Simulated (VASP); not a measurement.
Method: r2SCAN meta-GGA, VASP's PBE PAW potentials (set 64) (plane waves; VASP 6.6.1).

VASP ran on this input.

**KPOINTS**
```
K-points
0
Gamma
  7 7 4
0 0 0
```

INCAR:
```
# general
SYSTEM =PtS2
PREC   =Accurate
ENCUT  =480
LREAL  =.FALSE.
LASPH  =.TRUE.

# electronic loop
EDIFF  =1E-6
NELM   =100
ALGO   =Normal
LMAXMIX=6
LMIXTAU=.TRUE.

# smearing
ISMEAR =0
SIGMA  =0.05

# functional
METAGGA=R2SCAN

# ions
IBRION =2
NSW    =60
ISIF   =3
EDIFFG =-0.02

# output
LWAVE  =.FALSE.
LCHARG =.FALSE.
```

POSCAR:
```
PtS2
1.0
  3.5656023076   0.0000000000   0.0000000000
 -1.7828011538   3.0879022502   0.0000000000
  0.0000000000   0.0000000000   4.8147175560
Pt S
1 2
Cart
  0.0000000000   0.0000000000   0.0000000000
 -0.0000017828   2.0586025294   1.1964446442
  1.7828029366   1.0292997208   3.6182729118
```

POTCAR, in this order: Pt S (PBE.64 set). Program: vasp_std.

The resulting files:

### OSZICAR
```
...
DAV:   7    -0.688534491095E+02   -0.53737E-02   -0.57553E-03   840   0.729E-01    0.742E-02
DAV:   8    -0.688545086690E+02   -0.10596E-02   -0.68027E-04   938   0.267E-01    0.536E-02
DAV:   9    -0.688544620731E+02    0.46596E-04   -0.83404E-05   952   0.103E-01    0.233E-02
DAV:  10    -0.688545335080E+02   -0.71435E-04   -0.66830E-05   903   0.889E-02    0.195E-02
DAV:  11    -0.688545389587E+02   -0.54507E-05   -0.56698E-06   966   0.287E-02    0.125E-02
DAV:  12    -0.688545399175E+02   -0.95877E-06   -0.82489E-07   672   0.894E-03
   6 F= -.68854540E+02 E0= -.68854540E+02  d E =-.402626E-01
       N       E                     dE             d eps       ncg     rms          rms(c)
DAV:   1    -0.689030792614E+02   -0.48540E-01   -0.18953E+00   840   0.112E+01    0.158E+00
DAV:   2    -0.688672983953E+02    0.35781E-01   -0.20837E-01   903   0.528E+00    0.991E-01
DAV:   3    -0.688631073374E+02    0.41911E-02   -0.96473E-03  1008   0.110E+00    0.471E-01
DAV:   4    -0.688604726425E+02    0.26347E-02   -0.15864E-02   903   0.757E-01    0.198E-01
DAV:   5    -0.688614572955E+02   -0.98465E-03   -0.12175E-03   959   0.318E-01    0.172E-01
DAV:   6    -0.688612968434E+02    0.16045E-03   -0.14133E-04   931   0.111E-01    0.120E-01
DAV:   7    -0.688609178871E+02    0.37896E-03   -0.73274E-04   840   0.262E-01    0.762E-02
DAV:   8    -0.688614695860E+02   -0.55170E-03   -0.32703E-04   840   0.184E-01    0.306E-02
DAV:   9    -0.688614734278E+02   -0.38418E-05   -0.10106E-05  1106   0.259E-02    0.111E-02
DAV:  10    -0.688614743285E+02   -0.90063E-06   -0.11306E-06   644   0.104E-02
   7 F= -.68861474E+02 E0= -.68861474E+02  d E =-.693441E-02
       N       E                     dE             d eps       ncg     rms          rms(c)
DAV:   1    -0.689013231392E+02   -0.39850E-01   -0.17242E+00   840   0.107E+01    0.151E+00
DAV:   2    -0.688687089551E+02    0.32614E-01   -0.19107E-01   889   0.505E+00    0.938E-01
DAV:   3    -0.688648474297E+02    0.38615E-02   -0.89655E-03  1022   0.106E+00    0.443E-01
DAV:   4    -0.688624190542E+02    0.24284E-02   -0.14795E-02   903   0.727E-01    0.191E-01
DAV:   5    -0.688633249428E+02   -0.90589E-03   -0.11556E-03   966   0.307E-01    0.165E-01
DAV:   6    -0.688631578088E+02    0.16713E-03   -0.14194E-04   931   0.113E-01    0.114E-01
DAV:   7    -0.688628079464E+02    0.34986E-03   -0.73381E-04   854   0.261E-01    0.748E-02
DAV:   8    -0.688633374238E+02   -0.52948E-03   -0.31264E-04   847   0.179E-01    0.306E-02
DAV:   9    -0.688633404913E+02   -0.30675E-05   -0.93258E-06  1106   0.241E-02    0.128E-02
DAV:  10    -0.688633412171E+02   -0.72583E-06   -0.67320E-07   539   0.799E-03
   8 F= -.68863341E+02 E0= -.68863341E+02  d E =-.880130E-02
       N       E                     dE             d eps       ncg     rms          rms(c)
DAV:   1    -0.688679037386E+02   -0.45632E-02   -0.52637E-01   840   0.479E+00    0.618E-01
DAV:   2    -0.688670770416E+02    0.82670E-03   -0.28290E-02  1001   0.166E+00    0.268E-01
DAV:   3    -0.688671214641E+02   -0.44423E-04   -0.10912E-03  1003   0.355E-01    0.134E-01
DAV:   4    -0.688668989282E+02    0.22254E-03   -0.13472E-03   987   0.233E-01    0.532E-02
DAV:   5    -0.688670085124E+02   -0.10958E-03   -0.14379E-04   931   0.108E-01    0.442E-02
DAV:   6    -0.688669853132E+02    0.23199E-04   -0.35886E-05   938   0.611E-02    0.309E-02
DAV:   7    -0.688669925500E+02   -0.72369E-05   -0.63294E-05   875   0.759E-02    0.132E-02
DAV:   8    -0.688670162036E+02   -0.23654E-04   -0.12000E-05   854   0.380E-02    0.931E-03
DAV:   9    -0.688670161799E+02    0.23663E-07   -0.76860E-07   721   0.915E-03
   9 F= -.68867016E+02 E0= -.68867016E+02  d E =-.367496E-02
       N       E                     dE             d eps       ncg     rms          rms(c)
DAV:   1    -0.688710148237E+02   -0.39986E-02   -0.10830E+00   840   0.687E+00    0.903E-01
DAV:   2    -0.688694994064E+02    0.15154E-02   -0.58415E-02  1001   0.239E+00    0.388E-01
DAV:   3    -0.688696118429E+02   -0.11244E-03   -0.22631E-03  1003   0.510E-01    0.194E-01
DAV:   4    -0.688691329677E+02    0.47888E-03   -0.28635E-03   994   0.338E-01    0.773E-02
DAV:   5    -0.688693693179E+02   -0.23635E-03   -0.30064E-04   945   0.156E-01    0.646E-02
DAV:   6    -0.688693139629E+02    0.55355E-04   -0.74636E-05   910   0.879E-02    0.457E-02
DAV:   7    -0.688693371331E+02   -0.23170E-04   -0.13872E-04   875   0.111E-01    0.191E-02
DAV:   8    -0.688693846143E+02   -0.47481E-04   -0.24706E-05   854   0.541E-02    0.144E-02
DAV:   9    -0.688693845524E+02    0.61870E-07   -0.15882E-06   820   0.130E-02
  10 F= -.68869385E+02 E0= -.68869385E+02  d E =-.604334E-02
       N       E                     dE             d eps       ncg     rms          rms(c)
DAV:   1    -0.688695065556E+02   -0.12194E-03   -0.30668E-02   840   0.115E+00    0.151E-01
DAV:   2    -0.688694412673E+02    0.65288E-04   -0.16579E-03  1008   0.403E-01    0.607E-02
DAV:   3    -0.688694474900E+02   -0.62227E-05   -0.67488E-05   988   0.889E-02    0.295E-02
DAV:   4    -0.688694359432E+02    0.11547E-04   -0.75087E-05  1001   0.557E-02    0.130E-02
DAV:   5    -0.688694419451E+02   -0.60019E-05   -0.81617E-06   931   0.256E-02    0.111E-02
DAV:   6    -0.688694402097E+02    0.17354E-05   -0.22354E-06   724   0.148E-02    0.742E-03
DAV:   7    -0.688694406605E+02   -0.45078E-06   -0.35003E-06   882   0.170E-02
  11 F= -.68869441E+02 E0= -.68869441E+02  d E =-.609944E-02
       N       E                     dE             d eps       ncg     rms          rms(c)
DAV:   1    -0.688698239076E+02   -0.38370E-03   -0.79902E-03   882   0.765E-01    0.115E-01
DAV:   2    -0.688696559951E+02    0.16791E-03   -0.54365E-04   945   0.248E-01    0.541E-02
DAV:   3    -0.688696386230E+02    0.17372E-04   -0.63893E-05  1029   0.636E-02    0.227E-02
DAV:   4    -0.688696353182E+02    0.33047E-05   -0.25279E-05   966   0.386E-02    0.167E-02
DAV:   5    -0.688696346936E+02    0.62465E-06   -0.26973E-06   697   0.174E-02
  12 F= -.68869635E+02 E0= -.68869635E+02  d E =-.194033E-03
       N       E                     dE             d eps       ncg     rms          rms(c)
DAV:   1    -0.688700749459E+02   -0.43963E-03   -0.14330E-02   896   0.103E+00    0.153E-01
DAV:   2    -0.688697699978E+02    0.30495E-03   -0.96860E-04   938   0.337E-01    0.720E-02
DAV:   3    -0.688697393388E+02    0.30659E-04   -0.11694E-04  1043   0.875E-02    0.310E-02
DAV:   4    -0.688697313964E+02    0.79424E-05   -0.45255E-05   994   0.519E-02    0.226E-02
DAV:   5    -0.688697316577E+02   -0.26130E-06   -0.44006E-06   896   0.211E-02
  13 F= -.68869732E+02 E0= -.68869732E+02  d E =-.290997E-03
       N       E                     dE             d eps       ncg     rms          rms(c)
DAV:   1    -0.688700062693E+02   -0.27487E-03   -0.67093E-03   861   0.647E-01    0.785E-02
DAV:   2    -0.688698454334E+02    0.16084E-03   -0.73494E-04   959   0.274E-01    0.638E-02
DAV:   3    -0.688698362930E+02    0.91403E-05   -0.70318E-05  1043   0.792E-02    0.244E-02
DAV:   4    -0.688698316394E+02    0.46536E-05   -0.29289E-05   980   0.383E-02    0.910E-03
DAV:   5    -0.688698321070E+02   -0.46762E-06   -0.34980E-06   999   0.194E-02
  14 F= -.68869832E+02 E0= -.68869832E+02  d E =-.100449E-03
       N       E                     dE             d eps       ncg     rms          rms(c)
DAV:   1    -0.688699176906E+02   -0.86051E-04   -0.24159E-03   882   0.392E-01    0.475E-02
DAV:   2    -0.688698573078E+02    0.60383E-04   -0.25953E-04   938   0.167E-01    0.371E-02
DAV:   3    -0.688698519174E+02    0.53904E-05   -0.25511E-05  1064   0.489E-02    0.145E-02
DAV:   4    -0.688698504361E+02    0.14813E-05   -0.11063E-05   966   0.238E-02    0.558E-03
DAV:   5    -0.688698501391E+02    0.29701E-06   -0.10387E-06   686   0.102E-02
  15 F= -.68869850E+02 E0= -.68869850E+02  d E =-.118481E-03
```

### OUTCAR
```
------------------------ aborting loop because EDIFF is reached ----------------------------------------
  FORCE on cell =-STRESS in cart. coord.  units (eV):
  Direction    XX          YY          ZZ          XY          YZ          ZX
  --------------------------------------------------------------------------------------
  Total       -0.0109455     -0.0109455      0.0307294      0.0000000      0.0000000      0.0000000
  in kB       -0.2916946     -0.2916946      0.8189308      0.0000000      0.0000000      0.0000000
  external PRESSURE =       0.0785139 kB  Pullay stress =       0.0000000 kB
  volume of cell :       60.12
      direct lattice vectors                 reciprocal lattice vectors
     3.550554452 -0.000000000  0.000000000     0.281646152  0.162608478  0.000000000
    -1.775277226  3.074870424  0.000000000     0.000000000  0.325216956  0.000000000
    -0.000000000 -0.000000000  5.506730225    -0.000000000 -0.000000000  0.181595967
 POSITION                                       TOTAL-FORCE (eV/Angst)
 -----------------------------------------------------------------------------------
      0.00000      0.00000      0.00000        -0.000000      0.000000      0.000000
     -0.00000      2.04991      1.23157         0.000000      0.000000     -0.015942
      1.77528      1.02496      4.27516        -0.000000     -0.000000      0.015942
 -----------------------------------------------------------------------------------
    total drift:                               -0.000000     -0.000000      0.000000
  FREE ENERGIE OF THE ION-ELECTRON SYSTEM (eV)
  ---------------------------------------------------
  free  energy   TOTEN  =       -68.8698501391 eV

  energy  without entropy=      -68.8698501391  energy(sigma->0) =      -68.86985014

 reached required accuracy - stopping structural energy minimisation
```
(Selected blocks of OUTCAR.)

### CONTCAR
```
PtS2
   1.00000000000000
     3.5505544521280377   -0.0000000000000000    0.0000000000000000
    -1.7752772260640188    3.0748704239867171    0.0000000000000000
    -0.0000000000000002   -0.0000000000000001    5.5067302247410428
  Pt              S
     1     2
Direct
     0.0000000000000000    0.0000000000000000    0.0000000000000000
     0.3333330000000032    0.6666669999999968    0.2236476788864505
     0.6666669999999968    0.3333330000000032    0.7763523211135496
```

Energy and stress use the plane-wave basis of the starting cell.

The compound is PtS2 in the 1T layered structure. This run relaxes it. Symmetry was kept, so distortions that lower it aren't found. The start is the result of an earlier pass.
